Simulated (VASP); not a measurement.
# TcSe2 (Fm-3m) in VASP: further runs

One crystal, TcSe2, is run at these levels: PBEsol+U; tasks: single point.

Everything below comes from runs of VASP 6.6.1. Logs are shortened: lines on timing, memory, paths and dates and some standing lists are left out, and cuts for length are marked.

**1. Starting point**

Symmetry: Fm-3m, No. 225, cubic system. The conventional cell has a = 6.291 Å, b = 6.291 Å, c = 6.291 Å, α = 90.00°, β = 90.00°, γ = 90.00°. Around Tc (site symmetry m-3m) lie 8 Se at 2.72 Å. Around Se (site symmetry -43m) lie 4 Tc at 2.72 Å.

The cell comes from a database or a generator and needn't be the stable form of this composition.

**2. Single point, PBEsol+U, collinear spin, ferromagnetic start**

The input, INCAR:

```
SYSTEM = TcSe2
PREC = Accurate ; ENCUT = 520
EDIFF = 1E-6 ; ISMEAR = 0
SIGMA = 0.05 ; LREAL = .FALSE.
LASPH = .TRUE. ; NELM = 80
ALGO = Fast ; ISIF = 2
LWAVE = .FALSE. ; LCHARG = .FALSE.
ISPIN = 2 ; MAGMOM = 0.5 0 0
LORBIT = 11 ; LMAXMIX = 4
LDAU = .TRUE. ; LDAUTYPE = 2
LDAUL = 2 -1 ; LDAUU = 7 0
LDAUJ = 0 0 ; LDAUPRINT = 1
GGA = PS
```

The input, KPOINTS:

```
regular mesh
0
G
  5 5 5
  0 0 0
```

The input, POSCAR:

```
TcSe2
1.0
    0.0000000000      3.1457489900      3.1457489900
    3.1457489900      0.0000000000      3.1457489900
    3.1457489900      3.1457489900      0.0000000000
Tc Se
1 2
Direct
    0.0000000000      0.0000000000      0.0000000000
    0.2500000000      0.2500000000      0.2500000000
    0.7500000000      0.7500000000      0.7500000000
```

Potentials or basis: VASP PAW PBE potentials, release 64 (Tc_pv, Se).

Command:

```
$ cat potpaw_PBE.64/Tc_pv/POTCAR potpaw_PBE.64/Se/POTCAR > POTCAR
$ mpirun -np 1 vasp_std > vasp.out
```

OUTCAR:

```text
SYSTEM = TcSe2
   PREC = Accurate
   ENCUT = 520
   EDIFF = 1E-6
   ISMEAR = 0
   LREAL = .FALSE.
   LASPH = .TRUE.
   NELM = 80
   ISIF = 2
   ISPIN = 2
   LORBIT = 11
   GGA = PS

 ion  position               nearest neighbor table
   1  0.000  0.000  0.000-   2 2.72   3 2.72   3 2.72   3 2.72   3 2.72   2 2.72   2 2.72   2 2.72

   2  0.250  0.250  0.250-   1 2.72   1 2.72   1 2.72   1 2.72
   3  0.750  0.750  0.750-   1 2.72   1 2.72   1 2.72   1 2.72

  LATTYP: Found a face centered cubic cell.
 ALAT       =     6.2914979800

  Lattice vectors:

 A1 = (   0.0000000000,   3.1457489900,   3.1457489900)
 A2 = (   3.1457489900,   0.0000000000,   3.1457489900)
 A3 = (   3.1457489900,   3.1457489900,   0.0000000000)

Analysis of symmetry for initial positions (statically):
=====================================================================
 Subroutine PRICEL returns:
 Original cell was already a primitive cell.

 Routine SETGRP: Setting up the symmetry group for a
 face centered cubic supercell.

 Subroutine GETGRP returns: Found 48 space group operations
 (whereof 48 operations were pure point group operations)
 out of a pool of 48 trial point group operations.

The static configuration has the point symmetry O_h .

Analysis of symmetry for dynamics (positions and initial velocities):
=====================================================================
 Subroutine PRICEL returns:
 Original cell was already a primitive cell.

 Routine SETGRP: Setting up the symmetry group for a
 face centered cubic supercell.

 Subroutine GETGRP returns: Found 48 space group operations
 (whereof 48 operations were pure point group operations)
 out of a pool of 48 trial point group operations.

The dynamic configuration has the point symmetry O_h .

Analysis of structural, dynamic, and magnetic symmetry:
=====================================================================
 Subroutine PRICEL returns:
 Original cell was already a primitive cell.

 Routine SETGRP: Setting up the symmetry group for a
 face centered cubic supercell.

 Subroutine GETGRP returns: Found 48 space group operations
 (whereof 48 operations were pure point group operations)
 out of a pool of 48 trial point group operations.

The overall configuration has the point symmetry O_h .

 Subroutine INISYM returns: Found 48 space group operations
 (whereof 48 operations are pure point group operations),
 and found     1 'primitive' translations

----------------------------------------------------------------------------------------

                                     Primitive cell

  volume of cell :      62.2590

  direct lattice vectors                    reciprocal lattice vectors
     0.000000000  3.145748990  3.145748990    -0.158944659  0.158944659  0.158944659
     3.145748990  0.000000000  3.145748990     0.158944659 -0.158944659  0.158944659
     3.145748990  3.145748990  0.000000000     0.158944659  0.158944659 -0.158944659

  length of vectors
     4.448760885  4.448760885  4.448760885     0.275300225  0.275300225  0.275300225

  position of ions in fractional coordinates (direct lattice)
     0.000000000  0.000000000  0.000000000
     0.250000000  0.250000000  0.250000000
     0.750000000  0.750000000  0.750000000

  ion indices of the primitive-cell ions
   primitive index   ion index
                 1           1
                 2           2
                 3           3

----------------------------------------------------------------------------------------

 KPOINTS: regular mesh

Automatic generation of k-mesh.
 Grid dimensions read from file:
 generate k-points for:    5    5    5

 Generating k-lattice:

[... 67 lines left out ...]
  volume/ion in A,a.u.               =      20.75       140.05
  Fermi-wavevector in a.u.,A,eV,Ry     =   1.207779  2.282371 19.847225  1.458730
  Thomas-Fermi vector in A             =   2.343406
   LORBIT       =     11    0 simple, 1 ext, 2 COOP (PROOUT), +10 PAW based schemes
 LDA+U is selected, type is set to LDAUTYPE =  2
   angular momentum for each species LDAUL =     2   -1
   U (eV)           for each species LDAUU =   7.0  0.0
   J (eV)           for each species LDAUJ =   0.0  0.0
   GGA     = PS    functional components
   LHFCALC =     F    Hartree Fock is set to
   AEXX    =    0.0000 exact exchange contribution
   IVDW    =     0    specifies the selected vdW correction
   LEPSILON=     F    determine dielectric tensor
   LRPA    =     F    only Hartree local field effects (RPA)
 spin polarized calculation
 RMM-DIIS sequential band-by-band and
 Gauss-broadening in eV      SIGMA  =   0.05
  energy-cutoff  :      520.00
  volume of cell :       62.26
 maximum number of plane-waves:      1692
 NGX is ok and might be reduce to    36
   NGX = 17   NGY = 17   NGZ = 17

atom =   1  type =  1  l = 2

 onsite density matrix

spin component  1

  0.5663  0.0000  0.0000  0.0000  0.0000
  0.0000  0.5663  0.0000  0.0000  0.0000
  0.0000  0.0000  0.8793 -0.0000 -0.0000
  0.0000  0.0000 -0.0000  0.5663 -0.0000
  0.0000  0.0000 -0.0000 -0.0000  0.8793

spin component  2

  0.1879  0.0000  0.0000  0.0000  0.0000
  0.0000  0.1879  0.0000  0.0000  0.0000
  0.0000  0.0000  0.5456 -0.0000 -0.0000
  0.0000  0.0000 -0.0000  0.1879 -0.0000
  0.0000  0.0000 -0.0000 -0.0000  0.5456

 occupancies and eigenvectors

  o =  0.1879  v =  0.0000  0.0000  0.0000  0.0000  0.0000  1.0000  0.0000  0.0000  0.0000  0.0000      0.0000  0.0000  0.0000  0.0000  0.0000  0.0000  0.0000  0.0000  0.0000  0.0000
  o =  0.1879  v =  0.0000  0.0000  0.0000  0.0000  0.0000  0.0000 -0.9996  0.0000 -0.0276 -0.0000      0.0000  0.0000  0.0000  0.0000  0.0000  0.0000  0.0000  0.0000  0.0000  0.0000
  o =  0.1879  v =  0.0000  0.0000  0.0000  0.0000  0.0000  0.0000 -0.0276  0.0000  0.9996 -0.0000      0.0000  0.0000  0.0000  0.0000  0.0000  0.0000  0.0000  0.0000  0.0000  0.0000
  o =  0.5456  v =  0.0000  0.0000  0.0000  0.0000  0.0000  0.0000 -0.0000  0.9984 -0.0000  0.0557      0.0000  0.0000  0.0000  0.0000  0.0000  0.0000  0.0000  0.0000  0.0000  0.0000
  o =  0.5456  v =  0.0000  0.0000  0.0000  0.0000  0.0000  0.0000  0.0000  0.0557 -0.0000 -0.9984      0.0000  0.0000  0.0000  0.0000  0.0000  0.0000  0.0000  0.0000  0.0000  0.0000
  o =  0.5663  v =  1.0000  0.0000  0.0000  0.0000  0.0000  0.0000  0.0000  0.0000  0.0000  0.0000      0.0000  0.0000  0.0000  0.0000  0.0000  0.0000  0.0000  0.0000  0.0000  0.0000
  o =  0.5663  v =  0.0000 -0.0352  0.0000 -0.9994  0.0000  0.0000  0.0000  0.0000  0.0000  0.0000      0.0000  0.0000  0.0000  0.0000  0.0000  0.0000  0.0000  0.0000  0.0000  0.0000
  o =  0.5663  v =  0.0000  0.9994 -0.0000 -0.0352  0.0000  0.0000  0.0000  0.0000  0.0000  0.0000      0.0000  0.0000  0.0000  0.0000  0.0000  0.0000  0.0000  0.0000  0.0000  0.0000
  o =  0.8793  v =  0.0000  0.0000  0.9998  0.0000  0.0222  0.0000  0.0000  0.0000  0.0000  0.0000      0.0000  0.0000  0.0000  0.0000  0.0000  0.0000  0.0000  0.0000  0.0000  0.0000
  o =  0.8793  v =  0.0000  0.0000  0.0222 -0.0000 -0.9998  0.0000  0.0000  0.0000  0.0000  0.0000      0.0000  0.0000  0.0000  0.0000  0.0000  0.0000  0.0000  0.0000  0.0000  0.0000

 number of electron      24.9999999 magnetization       1.2064669

 Free energy of the ion-electron system (eV)
  ---------------------------------------------------
  ext. energy  EPLUGINS =         0.00000000
  ---------------------------------------------------
  free energy    TOTEN  =       -11.24321435 eV

  energy without entropy =      -11.23393918  energy(sigma->0) =      -11.23857677

 E-fermi :   5.9090     XC(G=0): -10.7187

 val. band max:        5.9072123277   @ k =   0.4000   0.0000   0.0000
 cond. band min:       5.9198251445   @ k =  -0.4000   0.2000   0.0000
 fundamental gap:      0.0126128169
 Fermi energy:         5.9090040218

 spin component 1

 k-point     1 :       0.0000    0.0000    0.0000
  band No.  band energies     occupation
      1     -33.2962      1.00000
      2     -33.2962      1.00000
      3     -33.2962      1.00000
      4      -8.8707      1.00000
      5      -5.1584      1.00000
      6       0.4642      1.00000
[... 166 lines left out ...]
      2     -33.3007      1.00000
      3     -33.2986      1.00000
      4      -7.3229      1.00000
      5      -6.8346      1.00000
      6      -0.0652      1.00000
[... 8 lines left out ...]
     15       7.3847      0.00000
     16       8.7075      0.00000
 Fermi energy:         5.9090040218

 spin component 2

 k-point     1 :       0.0000    0.0000    0.0000
  band No.  band energies     occupation
      1     -32.0650      1.00000
      2     -32.0650      1.00000
      3     -32.0650      1.00000
      4      -9.0656      1.00000
      5      -5.4270      1.00000
      6       1.3074      1.00000
[... 167 lines left out ...]
      3     -32.0678      1.00000
      4      -7.5235      1.00000
      5      -6.9956      1.00000
      6       0.1682      1.00000
[... 8 lines left out ...]
     15       9.2469      0.00000
     16      10.1671      0.00000

------------------------ aborting loop because EDIFF is reached ----------------------------------------

  FORCE on cell =-STRESS in cart. coord.  units (eV):
  Direction    XX          YY          ZZ          XY          YZ          ZX
  --------------------------------------------------------------------------------------
  -------------------------------------------------------------------------------------
  Total       -2.4363920     -2.4363920     -2.4363920     -0.0000000      0.0000000      0.0000000
  in kB      -62.6982704    -62.6982704    -62.6982704     -0.0000000      0.0000000      0.0000000
  external PRESSURE =     -62.6982704 kB  Pullay stress =       0.0000000 kB

 VOLUME and BASIS-vectors are now :
 -----------------------------------------------------------------------------
  energy-cutoff  :      520.00
  volume of cell :       62.26
      direct lattice vectors                 reciprocal lattice vectors
     0.000000000  3.145748990  3.145748990    -0.158944659  0.158944659  0.158944659
     3.145748990  0.000000000  3.145748990     0.158944659 -0.158944659  0.158944659
     3.145748990  3.145748990  0.000000000     0.158944659  0.158944659 -0.158944659

 POSITION                                       TOTAL-FORCE (eV/Angst)
 -----------------------------------------------------------------------------------
      0.00000      0.00000      0.00000        -0.000000      0.000000     -0.000000
      1.57287      1.57287      1.57287         0.000000      0.000000      0.000000
      4.71862      4.71862      4.71862        -0.000000     -0.000000     -0.000000
 -----------------------------------------------------------------------------------
    total drift:                               -0.000000      0.000000      0.000000

  FREE ENERGIE OF THE ION-ELECTRON SYSTEM (eV)
  ---------------------------------------------------
  free  energy   TOTEN  =       -11.2432143539 eV

  energy  without entropy=      -11.2339391817  energy(sigma->0) =      -11.23857677

 total charge

# of ion       s       p       d       tot
------------------------------------------
    1        0.296   6.294   5.067  11.656
    2        1.492   2.211   0.053   3.756
    3        1.492   2.211   0.053   3.756
--------------------------------------------------
tot          3.280  10.717   5.172  19.169

 magnetization (x)

# of ion       s       p       d       tot
------------------------------------------
    1        0.012   0.032   1.790   1.834
    2        0.000  -0.211   0.000  -0.211
    3        0.000  -0.211   0.000  -0.211
--------------------------------------------------
tot          0.012  -0.390   1.790   1.413
```

It took 3.6 min on 1 thread of AMD EPYC, shared host; peak memory 0.2 GiB.

What came out:

* Free energy: -11.2432 eV
* Pressure: -6.3 GPa
* Band gap on the k mesh: none (metal or under the smearing width)
* Net moment: 1.21 μB per cell
* Site moments: Tc +1.83; Se -0.21 μB
* Valence electrons inside the program's atomic spheres: Tc 11.66; Se 3.76

Levels at points of the mesh, in eV from the Fermi level:
Spin up:
```
           k point  band 10  band 11  band 12  band 13  band 14  band 15  band 16
(0.00, 0.00, 0.00)    -3.72    -0.10    -0.10    -0.10     2.00     2.00     2.00
```
Spin down:
```
           k point  band 10  band 11  band 12  band 13  band 14  band 15
(0.00, 0.00, 0.00)    -0.80    -0.29    -0.29    -0.29     4.78     4.78
```

Eigenvalues of the final occupation matrices:
```
    site  spin  trace               eigenvalues
site 1 d     1   3.46  0.57 0.57 0.57 0.88 0.88
site 1 d     2   1.65  0.19 0.19 0.19 0.55 0.55
```

Caveat: the PAW data sets were made with another functional, which shifts forces and pressure a little. The state reached can hang on the start; a lower one may exist.

**3. Single point, PBEsol+U, collinear spin, random start**

The input, INCAR:

```
PREC = Accurate
ENCUT = 520
EDIFF = 1E-7
ISMEAR = 0
SIGMA = 0.05
LREAL = F
LASPH = T
NELM = 80
ALGO = Normal
ISIF = 2
LWAVE = F
LCHARG = F
ISPIN = 2
MAGMOM = -0.21 0 0
LORBIT = 11
LMAXMIX = 4
LDAU = T
LDAUTYPE = 2
LDAUL = 2 -1
LDAUU = 7 0
LDAUJ = 0 0
LDAUPRINT = 1
GGA = PS
NBANDS = 24
```

The input, KPOINTS:

```
Automatic mesh
0
Gamma
  5 5 5
```

POSCAR is that of step 2.

Potentials or basis: VASP PAW PBE potentials, release 64 (Tc_pv, Se).

Command:

```
$ cat potpaw_PBE.64/Tc_pv/POTCAR potpaw_PBE.64/Se/POTCAR > POTCAR
$ mpirun -np 1 vasp_std > vasp.out
```

Wall time 7.1 min (1 thread of AMD EPYC, shared host); peak memory 0.21 GiB.

It converged, with:

```
Free energy                                           : -11.0410 eV
Pressure                                              : -9.1 GPa
Band gap on the k mesh                                : none (metal or under the smearing width)
Net moment                                            : -0.95 μB per cell
Site moments                                          : Tc -0.99; Se -0.01 μB
Valence electrons inside the program's atomic spheres : Tc 11.59; Se 3.76
```

Levels at points of the mesh, in eV from the Fermi level:
Spin up:
| k point | band 10 | band 11 | band 12 | band 13 | band 14 | band 15 |
| --- | --- | --- | --- | --- | --- | --- |
| (0.00, 0.00, 0.00) | -0.79 | -0.79 | -0.55 | -0.55 | 2.20 | 2.20 |
Spin down:
```
           k point  band 10  band 11  band 12  band 13  band 14  band 15  band 16  band 17
(0.00, 0.00, 0.00)    -4.68    -0.81    -0.81    -0.81     2.20     2.20     2.20     3.88
```

Eigenvalues of the final occupation matrices:
```
    site  spin  trace               eigenvalues
site 1 d     1   2.04  0.33 0.33 0.46 0.46 0.46
site 1 d     2   3.00  0.41 0.41 0.41 0.89 0.89
```

Caveat: the PAW data sets were made with another functional, which shifts forces and pressure a little.

[end of part 1 of 2]
